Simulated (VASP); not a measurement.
Level of theory: PBE GGA, VASP's PBE PAW potentials (set 64) (plane waves; VASP 6.6.1).

VASP ran on this input.

POSCAR:
```
BiP
1
    4.4278040000     0.0000000000     0.0000000000
    0.0000000000     4.4278040000     0.0000000000
    0.0000000000     0.0000000000    16.7446270000
Bi P
2 2
Direct
  0.5000000000   0.0000000000   0.5819550000
  0.0000000000   0.5000000000   0.4180450000
  0.0000000000   0.0000000000   0.5000000000
  0.5000000000   0.5000000000   0.5000000000
```

### INCAR
```
# general
SYSTEM  = BiP
PREC    = Accurate
ENCUT   = 300
LREAL   = .FALSE.
LASPH   = .TRUE.

# electronic loop
EDIFF   = 1E-6
NELM    = 100
ALGO    = Normal
LMAXMIX = 4

# smearing
ISMEAR  = 0
SIGMA   = 0.136

# functional
GGA     = PE

# ions
ISIF    = 2

# output
LWAVE   = .FALSE.
LCHARG  = .FALSE.
```

File KPOINTS:
```
Automatic mesh
0
Gamma
5 5 1
0 0 0
```

POTCAR, in this order: Bi_d P (PBE.64 set). Program: vasp_std.

The cell holds a wide vacuum, so values per volume refer to the whole cell. Unless said otherwise, spin-orbit coupling is left out, though it shifts the bands of the heavy elements here.

Task: Estimate the energy per atom (σ→0), largest force, band gap (on the k-mesh).

Result: 
The energy per atom (σ→0) comes out as -4.046 eV/atom and the band gap (on the k-mesh) is none (metal, semimetal or under 0.01 eV). The largest force is 1.433 eV/Å.

File OSZICAR:
```
...
DAV:  14    -0.162011874789E+02   -0.91325E-04   -0.57787E-05   288   0.304E-02    0.130E-02
DAV:  15    -0.162013474311E+02   -0.15995E-03   -0.28171E-05   352   0.343E-02    0.552E-03
DAV:  16    -0.162014406201E+02   -0.93189E-04   -0.67022E-06   248   0.191E-02    0.313E-03
DAV:  17    -0.162015137171E+02   -0.73097E-04   -0.59746E-06   248   0.595E-03    0.111E-03
DAV:  18    -0.162015221865E+02   -0.84694E-05   -0.46552E-07   248   0.343E-03    0.351E-04
DAV:  19    -0.162015244705E+02   -0.22840E-05   -0.15087E-07   232   0.178E-03    0.244E-04
DAV:  20    -0.162015246450E+02   -0.17442E-06   -0.12533E-08   232   0.730E-04
   1 F= -.16201525E+02 E0= -.16184045E+02  d E =-.349601E-01
```

The cell is a sheet with vacuum, built from a generated structure.
